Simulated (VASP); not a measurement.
The input files of a VASP run:

INCAR:
```
SYSTEM = Li2S
NELM = 100
LASPH = T   # aspherical one-centre terms
EDIFF = 1E-6   # SCF stop (eV)
GGA = PE   # PBE
IBRION = 2   # conjugate gradients
ISMEAR = 0
ALGO = Normal   # blocked Davidson
LWAVE = F
LCHARG = F
EDIFFG = -0.01
SIGMA = 0.05   # width (eV)
PREC = Accurate
ENCUT = 520   # plane-wave cut-off (eV)
ISIF = 2   # forces and stress, cell fixed
NSW = 40   # most ionic steps
LREAL = F   # projection in real space or not
```

File KPOINTS:
```
Automatic mesh
0
gamma
  5 5 5
```

File POSCAR:
```
Li2S
1
    0.0000000000     2.9172000000     2.9172000000
    2.9172000000     0.0000000000     2.9172000000
    2.9172000000     2.9172000000     0.0000000000
Li S
2 1
Direct
  0.2380021939   0.2619978061   0.2791375291
  0.7500000000   0.7500000000   0.7500000000
  0.0000000000   0.0000000000   0.0000000000
```

POTCAR, in this order: Li_sv S (PBE.64 set). Program: vasp_std.

Question: Write an equivalent input for Ansatz.

Answer: One equivalent input (not run):
Ansatz 0.2 input:
```yaml
crystal:
  lattice:
    - [0.0000000, 2.9172000, 2.9172000]
    - [2.9172000, 0.0000000, 2.9172000]
    - [2.9172000, 2.9172000, 0.0000000]
  atoms:
    - { symbol: Li, position: [0.2380022, 0.2619978, 0.2791375] }
    - { symbol: Li, position: [0.7500000, 0.7500000, 0.7500000] }
    - { symbol: S, position: [0.0000000, 0.0000000, 0.0000000] }
kpoints:
  mp_grid: { grid: [5, 5, 5] }
hamiltonian:
  xc: pbe
  pseudopotentials: { kind: paw }
scf:
  occupations: { method: gaussian, width: 0.05 }
  max_iter: 100
relax:
  max_steps: 40
  f_tol: 0.01
output: { forces: true, stress: true, eigenvalues: true }
```
What does not carry over: each code has its own PAW files, so the cut-off isn't converted (ENCUT is set for VASP's; basis.ecutwfc is left out, and Ansatz then takes the one that its files recommend); Ansatz stops its SCF on the density residual and VASP on the energy change (EDIFF).

The compound is Li2S in the antifluorite structure. In the starting cell atoms are displaced from their ideal sites. This run relaxes the ions in a fixed cell.
